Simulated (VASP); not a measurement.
An input for Ansatz (written as the equivalent of a VASP run, and not itself run):

Ansatz 0.2 input:
```yaml
crystal:
  lattice:
    - [0.0000000, 2.7218500, 2.7218500]
    - [2.7218500, 0.0000000, 2.7218500]
    - [2.7218500, 2.7218500, 0.0000000]
  atoms:
    - { symbol: Si, position: [0.2500000, 0.2500000, 0.2500000] }
    - { symbol: Si, position: [0.0000000, 0.0000000, 0.0000000] }
kpoints:
  mp_grid: { grid: [4, 4, 4] }
hamiltonian:
  xc: pbe
  pseudopotentials: { kind: paw }
scf:
  occupations: { method: gaussian, width: 0.01 }
  max_iter: 100
output: { forces: true, stress: true, eigenvalues: true }
```

Problem. Write the VASP files for the same calculation (PBE).

Solution. This is not unique; one that fits is 
**INCAR**
```
# general
SYSTEM = Si
PREC   = Accurate
ENCUT  = 300
LREAL  = F
LASPH  = T

# electronic loop
EDIFF  = 1E-6
NELM   = 100
ALGO   = Normal

# smearing
ISMEAR = 0
SIGMA  = 0.01

# functional
GGA    = PE

# ions
ISIF   = 2

# output
LWAVE  = F
LCHARG = F
```

File KPOINTS:
```
Automatic
0
Gamma
  4 4 4
0 0 0
```

**POSCAR**
```
Si
1
    0.0000000000     2.7218500000     2.7218500000
    2.7218500000     0.0000000000     2.7218500000
    2.7218500000     2.7218500000     0.0000000000
Si
2
Direct
  0.2500000000   0.2500000000   0.2500000000
  0.0000000000   0.0000000000   0.0000000000
```

POTCAR, in this order: Si (PBE.64 set). Program: vasp_std.

The two are equivalent in intent, not identical: each code has its own PAW files, so the cut-off isn't converted (ENCUT is set for VASP's; basis.ecutwfc is left out, and Ansatz then takes the one that its files recommend); Ansatz stops its SCF on the density residual and VASP on the energy change (EDIFF).

The structure comes from a computed database's Si entry; how it stands against other phases isn't given here. The cell was not relaxed at this level. The k-mesh is coarse (spacing up to 0.50 per Å, 2π included), so the numbers may not be converged in it. The run is one of a series of settings (KPOINTS 4×4×4 Γ-centred mesh against the base run), some of them coarse on purpose.
